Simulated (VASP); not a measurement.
Consider the following.

```yaml
crystal:
  lattice:
    - [0.00000, 2.83039, 2.83039]
    - [2.83039, 0.00000, 2.83039]
    - [2.83039, 2.83039, 0.00000]
  atoms:
    - { symbol: Zn, position: [0.00000, 0.00000, 0.00000] }
    - { symbol: Se, position: [0.25000, 0.25000, 0.25000] }
```

All values below come from PBE GGA with D3 dispersion (Becke-Johnson damping), VASP's PBE PAW potentials (set 64) (plane waves; VASP). Settings: 520 eV cut-off, 8×8×8 Γ-centred mesh, Gaussian smearing of 0.050 eV, potentials Zn Se.

**Question.** The job: ZnSe (zinc blende), 2 atoms, PBE-D3(BJ), static run, 520 eV, 8×8×8 Γ-centred mesh. Roughly how much core time does it take on a busy server core?

**Answer.** About 30 core-seconds (one run on a shared machine, a rough figure). It had 29 irreducible k-points, 13 bands, up to 1243 plane waves and 13 electronic steps.

The compound is ZnSe in the zinc blende structure. It was relaxed first.
